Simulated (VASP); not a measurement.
Computed with LDA (Ceperley-Alder, Perdew-Zunger), VASP's LDA PAW potentials (set 64) (plane waves; VASP). Each cell was relaxed at this level, without spin-orbit coupling.

### Question
Which of these comes out without a gap?
A. La2O3, P-3m1 (164)
B. CuI, F-43m (216)
C. Ca, Fm-3m (225)
D. BeS, F-43m (216)

### Answer
C, Ca, Fm-3m (225). The others have gaps of 1.28 eV (CuI, F-43m (216)), 3.72 eV (La2O3, P-3m1 (164)), 2.83 eV (BeS, F-43m (216)).
